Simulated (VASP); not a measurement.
Data:

```yaml
crystal:
  lattice:
    - [0.00000, 2.82500, 2.82500]
    - [2.82500, 0.00000, 2.82500]
    - [2.82500, 2.82500, 0.00000]
  atoms:
    - { symbol: Ga, position: [0.00000, 0.00000, 0.00000] }
    - { symbol: As, position: [0.25000, 0.25000, 0.25000] }
```

Level of theory: PBE GGA, VASP's PBE PAW potentials (set 64) (plane waves; VASP). Numerical set-up: 300 eV cut-off, 8×8×8 Γ-centred mesh, Fermi-Dirac smearing of 0.010 eV, potentials Ga_d As.

At this cut-off the stress carries a Pulay error, which pulls relaxed volumes low.

Problem. What does the run give for the energy per atom (σ→0), pressure, band gap (on the k-mesh) with the smallest direct gap where there is one?

Solution. 
```json
{
 "band gap (on the k-mesh)": "0.53 eV",
 "smallest direct gap (on the k-mesh)": "0.53 eV",
 "energy per atom (σ→0)": "-4123 meV/atom",
 "pressure": "3.53 GPa"
}
```

The structure is a typed GaAs crystal (F-43m). The cell was not relaxed at this level.
